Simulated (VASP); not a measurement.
Sr2CuCN2O2:

```
CELL_PARAMETERS angstrom
3.83745 0.00000 0.00000
0.00000 3.83745 0.00000
0.00000 0.00000 8.17845
ATOMIC_POSITIONS crystal
Sr 0.50000 0.50000 0.28762
Sr 0.50000 0.50000 0.71238
Cu 0.00000 0.00000 0.50000
O 0.50000 0.00000 0.50000
O 0.00000 0.50000 0.50000
N 0.00000 0.00000 0.15223
N 0.00000 0.00000 0.84777
C 0.00000 0.00000 0.00000
```

The cell comes from a database or a generator and needn't be the stable form of this composition.

```yaml
Program: VASP 6.6.1
Task: single point
Functional: PBE
Potentials_or_basis: VASP PAW PBE potentials, release 64 (Sr_sv, Cu, O, N, C)
Cutoff: 520 eV
k_mesh: 7 × 7 × 4
Occupations: fermi-dirac, width 0.05 eV
Spin: no spin polarisation
```

On this cell: pressure 0.5 GPa; largest force 0.028 eV/Å; band gap on the k mesh none (metal or under the smearing width).

The same run follows on a disturbed copy (atoms moved at random, drawn with an rms of 0.05 Å):

```
Sr Cu O N C
1.0
     3.83745    0.00000    0.00000
     0.00000    3.83745    0.00000
     0.00000    0.00000    8.17845
Sr Cu O N C
2 1 2 2 1
Direct
  0.49313 0.49450 0.28308
  0.49105 0.50554 0.70773
  0.99820 0.99821 0.50164
  0.49854 0.99526 0.50150
  0.00343 0.50555 0.50233
  0.99599 0.00415 0.14839
  0.99766 0.99823 0.85121
  0.00151 0.99855 0.00721
```

What changes?

The energy (extrapolated to zero smearing) moves by +52.6 meV/atom; pressure 4.0 GPa; largest force 10.181 eV/Å; band gap on the k mesh none (metal or under the smearing width).

Forces on the atoms (eV/Å):
```
Sr    0.066   0.044   0.403
Sr    0.125  -0.091   0.563
Cu   -0.015   0.438   0.011
O     0.006   0.175  -0.378
O    -0.168  -0.569  -0.392
N    -0.033   0.084   8.651
N     0.135  -0.067   1.322
C    -0.116  -0.014 -10.180
```

Stress tensor (GPa, compression positive):
```
 0.55  0.00 -0.14
 0.00  0.59  0.00
-0.14  0.00 10.75
```

Caveats: the standard files for N, O and F lose accuracy on very short bonds; an odd number of electrons without spin polarisation forces a metal; a magnetic or distorted state may lie lower; the run has no spin polarisation, though such a crystal can be magnetic; semilocal functionals often make such compounds metallic where correlation or magnetic order opens a gap, which also shifts bond lengths.
